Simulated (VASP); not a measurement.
HfC:

```
Hf C
1.0
     0.00000    2.30245    2.30245
     2.30245    0.00000    2.30245
     2.30245    2.30245    0.00000
Hf C
1 1
Direct
  0.00000 0.00000 0.00000
  0.50000 0.50000 0.50000
```

The cell is a database's computed one.

Base run:

* Program: VASP 6.6.1
* Functional: PBEsol
* Potentials or basis: VASP PAW PBE potentials, release 64 (Hf_pv, C)
* Cutoff: 700 eV
* k mesh: 16 × 16 × 16
* Occupations: gaussian, width 0.1 eV
* Spin: no spin polarisation

Its results: band gap on the k mesh none (metal or under the smearing width); pressure -0.1 GPa.

**Question.** After a change of settings the same cell gave: band gap on the k mesh none (metal or under the smearing width); pressure 5.0 GPa. Which change was it?
A. potentials or basis from VASP PAW PBE potentials, release 64 (Hf_pv, C) to VASP PAW PBE potentials, release 64 (Hf_pv, C_h); cutoff from 700 eV to 900 eV
B. functional from PBEsol to r2SCAN; cutoff from 700 eV to 520 eV; further incar settings from ALGO = Fast; EDIFF = 1e-06 to ALGO = Normal; EDIFF = 1e-06
C. cutoff from 700 eV to 520 eV; occupations from gaussian, width 0.1 eV to gaussian, width 0.5 eV
D. cutoff from 700 eV to 520 eV; k mesh from 16 × 16 × 16 to 24 × 24 × 24

**Answer.** B.

Caveats: the PAW data sets were made with another functional, which shifts forces and pressure a little.
